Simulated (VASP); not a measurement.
Input:

```xyz
2
Lattice="1.3968 0.8065 4.5388 -1.3968 0.8065 4.5388 0.0000 -1.6129 4.5388" Properties=species:S:1:pos:R:3 pbc="T T T"
Pd     0.0000     0.0000     6.8082
Au     0.0000     0.0000     0.0000
```

Computed with LDA (Ceperley-Alder, Perdew-Zunger) with spin-orbit coupling, VASP's LDA PAW potentials (set 64) (plane waves; VASP). Settings: 400 eV cut-off, 14×14×14 Γ-centred mesh, Gaussian smearing of 0.050 eV, potentials Pd Au.

Task: Give the energies of bands 11 to 24 at the high-symmetry points, in eV from the Fermi level.

Result: 
```tsv
band	Γ	T	H2	L	S0	F
11	-3.27	-3.11	-2.66	-3.01	-2.69	-1.48
12	-3.27	-3.11	-2.66	-3.01	-2.69	-1.48
13	-3.07	-2.72	-2.01	-2.68	-2.02	-0.71
14	-3.07	-2.72	-2.01	-2.68	-2.02	-0.71
15	-1.75	-2.62	-1.82	-1.56	-1.76	-0.35
16	-1.75	-2.62	-1.82	-1.56	-1.76	-0.35
17	-1.69	-2.23	-0.98	-1.28	-1.04	-0.19
18	-1.69	-2.23	-0.98	-1.28	-1.04	-0.19
19	-0.52	-2.14	-0.43	0.09	-0.50	-0.03
20	-0.52	-2.14	-0.43	0.09	-0.50	-0.03
21	-0.24	-1.12	4.42	2.40	4.23	0.24
22	-0.24	-1.12	4.42	2.40	4.23	0.24
23	0.03	-0.91	5.14	2.67	5.06	2.28
24	0.03	-0.91	5.14	2.67	5.06	2.28
```

It has no gap at this level: it comes out as a metal or semimetal.

The structure comes from a computed database's PdAu entry (R-3m); how it stands against other phases isn't given here. It was relaxed first, which changed the volume by -6 %.
